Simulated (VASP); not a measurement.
Given:

```yaml
crystal:
  lattice:
    - [2.39247, -4.14388, 0.00000]
    - [2.39247, 4.14388, 0.00000]
    - [0.00000, 0.00000, 7.16359]
  atoms:
    - { symbol: Pb, position: [0.00000, 0.00000, 0.00000] }
    - { symbol: I, position: [0.33333, 0.66667, 0.26817] }
    - { symbol: I, position: [0.66667, 0.33333, 0.73183] }
```

All values below come from vdW-DF2, VASP's PBE PAW potentials (set 64) (plane waves; VASP). Numerical set-up: 520 eV cut-off, 6×6×4 Γ-centred mesh, tetrahedra with Blöchl corrections, potentials Pb_d I.

Unless said otherwise, spin-orbit coupling is left out, though it shifts the bands of the heavy elements here.

### Question
What does the run give for the energy per atom (σ→0), band gap (on the k-mesh) with the smallest direct gap where there is one?

### Answer

```yaml
band gap (on the k-mesh): 2.07 eV
smallest direct gap (on the k-mesh): 2.07 eV
energy per atom (σ→0): -0.494 eV/atom
```

The absolute energy has meaning only against runs of the same code, potentials and settings.

The compound is PbI2 in the 1T layered structure. It was relaxed first, which changed the volume by +13 %.
